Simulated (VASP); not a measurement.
All values below come from PBEsol GGA, VASP's PBE PAW potentials (set 64) (plane waves; VASP).

VASP ran on this input.

File POSCAR:
```
CuZn
1.0
  2.9069129820   0.0000000000   0.0000000000
  0.0000000000   2.9069129820   0.0000000000
  0.0000000000   0.0000000000   2.9069129820
Zn Cu
1 1
Cart
  1.4534564910   1.4534564910   1.4534564910
  0.0000000000   0.0000000000   0.0000000000
```

File KPOINTS:
```
Automatic mesh
0
Gamma
11 11 11
0 0 0
```

**INCAR**
```
GGA = PS
IBRION = 1   # quasi-Newton
LREAL = .FALSE.
LMAXMIX = 4   # l cut-off of mixed one-centre charges
LCHARG = .FALSE.
SIGMA = 0.1   # width (eV)
ALGO = Normal   # blocked Davidson
EDIFF = 1E-8   # SCF stop (eV)
ENCUT = 400
ISMEAR = 1   # Methfessel-Paxton
PREC = Accurate
EDIFFG = -0.001
LASPH = .TRUE.   # aspherical one-centre terms
NELM = 100
NSW = 30   # most ionic steps
SYSTEM = CuZn
LWAVE = .FALSE.
ISIF = 2
```

POTCAR, in this order: Zn Cu (PBE.64 set). Program: vasp_std.

What VASP printed:

### OSZICAR
```
       N       E                     dE             d eps       ncg     rms          rms(c)
DAV:   1     0.998973018921E+02    0.99897E+02   -0.99141E+03  1744   0.215E+03
DAV:   2    -0.493030232857E+01   -0.10483E+03   -0.10220E+03  1680   0.307E+02
DAV:   3    -0.743355142445E+01   -0.25032E+01   -0.24989E+01  2128   0.647E+01
DAV:   4    -0.744895441557E+01   -0.15403E-01   -0.15399E-01  1876   0.436E+00
DAV:   5    -0.744918191137E+01   -0.22750E-03   -0.22749E-03  2268   0.574E-01    0.106E+01
DAV:   6    -0.718361465148E+01    0.26557E+00   -0.20551E+01  1853   0.121E+02    0.647E+00
DAV:   7    -0.610564718759E+01    0.10780E+01   -0.44506E+00  1827   0.126E+02    0.238E+00
DAV:   8    -0.611089880979E+01   -0.52516E-02   -0.25340E-01  2188   0.695E+00    0.136E+00
DAV:   9    -0.609972881117E+01    0.11170E-01   -0.20683E-02  2130   0.376E+00    0.757E-02
DAV:  10    -0.609969486854E+01    0.33943E-04   -0.49779E-04  1932   0.285E-01    0.237E-02
DAV:  11    -0.609969950976E+01   -0.46412E-05   -0.87269E-06  2134   0.360E-02    0.113E-02
DAV:  12    -0.609969906779E+01    0.44197E-06   -0.63567E-07  2354   0.245E-02    0.142E-03
DAV:  13    -0.609969911106E+01   -0.43262E-07   -0.19979E-07  2403   0.131E-02    0.469E-04
DAV:  14    -0.609969908581E+01    0.25241E-07   -0.16209E-08  1215   0.374E-03    0.117E-04
DAV:  15    -0.609969909193E+01   -0.61195E-08   -0.22855E-09  1106   0.989E-04
   1 F= -.60996991E+01 E0= -.60997302E+01  d E =-.609970E+01
```

### OUTCAR
```
------------------------ aborting loop because EDIFF is reached ----------------------------------------
  FORCE on cell =-STRESS in cart. coord.  units (eV):
  Direction    XX          YY          ZZ          XY          YZ          ZX
  --------------------------------------------------------------------------------------
  Total       -0.0080571     -0.0080571     -0.0080571     -0.0000000      0.0000000     -0.0000000
  in kB       -0.5255231     -0.5255231     -0.5255231     -0.0000000      0.0000000     -0.0000000
  external PRESSURE =      -0.5255231 kB  Pullay stress =       0.0000000 kB
  volume of cell :       24.56
      direct lattice vectors                 reciprocal lattice vectors
     2.906912982  0.000000000  0.000000000     0.344007546  0.000000000  0.000000000
     0.000000000  2.906912982  0.000000000     0.000000000  0.344007546  0.000000000
     0.000000000  0.000000000  2.906912982     0.000000000  0.000000000  0.344007546
 POSITION                                       TOTAL-FORCE (eV/Angst)
 -----------------------------------------------------------------------------------
      1.45346      1.45346      1.45346         0.000000      0.000000      0.000000
      0.00000      0.00000      0.00000         0.000000      0.000000      0.000000
 -----------------------------------------------------------------------------------
    total drift:                               -0.000000      0.000000      0.000000
  FREE ENERGIE OF THE ION-ELECTRON SYSTEM (eV)
  ---------------------------------------------------
  free  energy   TOTEN  =        -6.0996990919 eV

  energy  without entropy=       -6.0997925228  energy(sigma->0) =       -6.09973024

 reached required accuracy - stopping structural energy minimisation
```
(Selected blocks of OUTCAR.)

### OUTCAR
```
 val. band max:        5.5284123780   @ k =   0.3636   0.2727   0.0909

 cond. band min:       5.6854465551   @ k =   0.4545   0.3636   0.3636


 Fermi energy:         5.6611427545

 k-point     1 :       0.0000    0.0000    0.0000
  band No.  band energies     occupation
      1      -4.9339      2.00000
      2      -2.2179      2.00000
      3      -2.2179      2.00000
      4      -1.4526      2.00000
      5      -1.4526      2.00000
      6      -1.4526      2.00000
      7       2.0585      2.00000
      8       2.0585      2.00000
      9       2.9428      2.00000
     10       2.9428      2.00000
     11       2.9428      2.00000
     12      12.0722      0.00000
     13      12.0722      0.00000
     14      12.0722      0.00000
     15      17.2534      0.00000

 k-point     2 :       0.0909    0.0000    0.0000
  band No.  band energies     occupation
      1      -4.7801      2.00000
      2      -2.1981      2.00000
      3      -2.1832      2.00000
      4      -1.4663      2.00000
      5      -1.4663      2.00000
      6      -1.4450      2.00000
      7       2.0475      2.00000
      8       2.0726      2.00000
      9       2.8888      2.00000
     10       2.8888      2.00000
     11       2.9362      2.00000
     12      10.7394      0.00000
     13      12.3092      0.00000
     14      12.3092      0.00000
     15      17.3329      0.00000

 k-point     3 :       0.1818    0.0000    0.0000
  band No.  band energies     occupation
      1      -4.3276      2.00000
      2      -2.1445      2.00000
      3      -2.0840      2.00000
      4      -1.5034      2.00000
      5      -1.5034      2.00000
      6      -1.4247      2.00000
      7       2.0174      2.00000
      8       2.0954      2.00000
      9       2.7507      2.00000
     10       2.7507      2.00000
     11       2.9181      2.00000
     12       8.4211      0.00000
     13      12.9937      0.00000
     14      12.9937      0.00000
     15      17.5752      0.00000
...
```

The compound is CuZn in the CsCl type structure. It was relaxed first. The start is the result of an earlier pass. The electron count is odd and the run is not spin-polarised, which forces a metal.
